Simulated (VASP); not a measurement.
All values below come from rev-vdW-DF2, VASP's PBE PAW potentials (set 64) (plane waves; VASP 6.6.1).

VASP input:

KPOINTS:
```
Automatic mesh
0
Gamma
11 11 11
0 0 0
```

**POSCAR**
```
As
1
    3.6803640000    -1.8800000000     0.0000000000
    3.6803640000     1.8800000000     0.0000000000
    2.7200240000     0.0000000000     3.1114220000
As
2
Direct
  0.2270000000   0.2270000000   0.2270000000
  0.7730000000   0.7730000000   0.7730000000
```

INCAR:
```
SYSTEM=As
PREC=Accurate; ENCUT=520; LREAL=F
LASPH=T
EDIFF=1E-6; NELM=100; ALGO=Normal
LMAXMIX=4
ISMEAR=1; SIGMA=0.1
GGA=MK; LUSE_VDW=T; AGGAC=0.0
PARAM1=0.1234568; PARAM2=0.7114; ZAB_VDW=-1.8867
IBRION=2; NSW=60; ISIF=3
EDIFFG=-0.01
LWAVE=F; LCHARG=F
```

POTCAR, in this order: As (PBE.64 set). Program: vasp_std.

Energy and stress use the plane-wave basis of the starting cell.

Problem. Estimate the energy per atom (σ→0), volume per atom, band gap (on the k-mesh).

Solution. 
```yaml
energy per atom (σ→0): -3.383 eV/atom
band gap (on the k-mesh): none (metal, semimetal or under 0.01 eV)
volume_per_atom: 21.98 Å³/atom
```

OSZICAR:
```
...
DAV:   4    -0.676662910665E+01    0.22085E-06   -0.43356E-06  2984   0.176E-02
   6 F= -.67666291E+01 E0= -.67667003E+01  d E =-.345285E-03
       N       E                     dE             d eps       ncg     rms          rms(c)
DAV:   1    -0.676675170180E+01   -0.12237E-03   -0.12003E-02  2640   0.646E-01    0.438E-02
DAV:   2    -0.676671307575E+01    0.38626E-04   -0.35150E-04  2767   0.143E-01    0.258E-02
DAV:   3    -0.676668004886E+01    0.33027E-04   -0.93070E-05  2829   0.554E-02    0.571E-03
DAV:   4    -0.676667992838E+01    0.12048E-06   -0.13528E-06  2366   0.994E-03
   7 F= -.67666799E+01 E0= -.67667509E+01  d E =-.396107E-03
```

The compound is As in the a7 structure. This run relaxes it. Symmetry was kept, so distortions that lower it aren't found.
